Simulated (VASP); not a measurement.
All values below come from PBE GGA, VASP's PBE PAW potentials (set 64) (plane waves; VASP).

A VASP calculation is set up with these files.

INCAR:
```
SYSTEM  =  BP
PREC  =  Accurate; ENCUT  =  600; LREAL  =  F
LASPH  =  T
EDIFF  =  1E-7; NELM  =  100; ALGO  =  Normal
ISMEAR  =  0; SIGMA  =  0.05
GGA  =  PE
IBRION  =  2; NSW  =  40; ISIF  =  3
EDIFFG  =  -0.01; PSTRESS  =  100
LWAVE  =  F; LCHARG  =  F
```

POSCAR:
```
BP
1
    0.0000000000     2.2317912268     2.2317912268
    2.2317912268    -0.0000000000     2.2317912268
    2.2317912268     2.2317912268    -0.0000000000
B P
1 1
Direct
  0.0000000000   0.0000000000   0.0000000000
  0.2500000000   0.2500000000   0.2500000000
```

**KPOINTS**
```
K-points
0
G
  10 10 10
```

POTCAR, in this order: B P (PBE.64 set). Program: vasp_std.

The resulting files:

OSZICAR:
```
       N       E                     dE             d eps       ncg     rms          rms(c)
DAV:   1     0.137264281293E+02    0.13726E+02   -0.45742E+03   752   0.102E+03
DAV:   2    -0.133563195140E+02   -0.27083E+02   -0.25931E+02  1136   0.121E+02
DAV:   3    -0.137120746548E+02   -0.35576E+00   -0.35576E+00   912   0.177E+01
DAV:   4    -0.137127579557E+02   -0.68330E-03   -0.68330E-03  1168   0.825E-01
DAV:   5    -0.137127585877E+02   -0.63204E-06   -0.63204E-06   920   0.200E-02    0.774E+00
DAV:   6    -0.130100758887E+02    0.70268E+00   -0.18123E+00   880   0.759E+00    0.420E+00
DAV:   7    -0.129028414864E+02    0.10723E+00   -0.31589E-01  1160   0.344E+00    0.137E+00
DAV:   8    -0.128942643259E+02    0.85772E-02   -0.29684E-02   792   0.121E+00    0.234E-01
DAV:   9    -0.128945663272E+02   -0.30200E-03   -0.46829E-04  1096   0.207E-01    0.139E-01
DAV:  10    -0.128947542149E+02   -0.18789E-03   -0.27199E-04   864   0.132E-01    0.264E-02
DAV:  11    -0.128947644600E+02   -0.10245E-04   -0.12385E-05  1080   0.314E-02    0.342E-02
DAV:  12    -0.128947652336E+02   -0.77361E-06   -0.30117E-06   840   0.117E-02    0.815E-03
DAV:  13    -0.128947651633E+02    0.70321E-07   -0.71547E-08   592   0.226E-03
   1 F= -.11507115E+02 E0= -.11507115E+02  d E =-.115071E+02
```

OUTCAR:
```
------------------------ aborting loop because EDIFF is reached ----------------------------------------
  FORCE on cell =-STRESS in cart. coord.  units (eV):
  Direction    XX          YY          ZZ          XY          YZ          ZX
  --------------------------------------------------------------------------------------
  Total        1.3748990      1.3748990      1.3748990      0.0000000      0.0000000     -0.0000000
  in kB       99.0810710     99.0810710     99.0810710      0.0000000      0.0000000     -0.0000000
  external PRESSURE =      -0.9189290 kB  Pullay stress =     100.0000000 kB
  volume of cell :       22.23
      direct lattice vectors                 reciprocal lattice vectors
     0.000000000  2.231791227  2.231791227    -0.224035292  0.224035292  0.224035292
     2.231791227  0.000000000  2.231791227     0.224035292 -0.224035292  0.224035292
     2.231791227  2.231791227  0.000000000     0.224035292  0.224035292 -0.224035292
  FREE ENERGIE OF THE ION-ELECTRON SYSTEM (eV)
  ---------------------------------------------------
  free  energy   TOTEN  =       -12.8947651633 eV

  energy  without entropy=      -12.8947651633  energy(sigma->0) =      -12.89476516
  enthalpy is  TOTEN    =       -11.5071146158 eV   P V=        1.3876505475

 reached required accuracy - stopping structural energy minimisation
```
(Selected blocks of OUTCAR.)

The compound is BP in the zinc blende structure. It was relaxed first under an external pressure of 10 GPa.
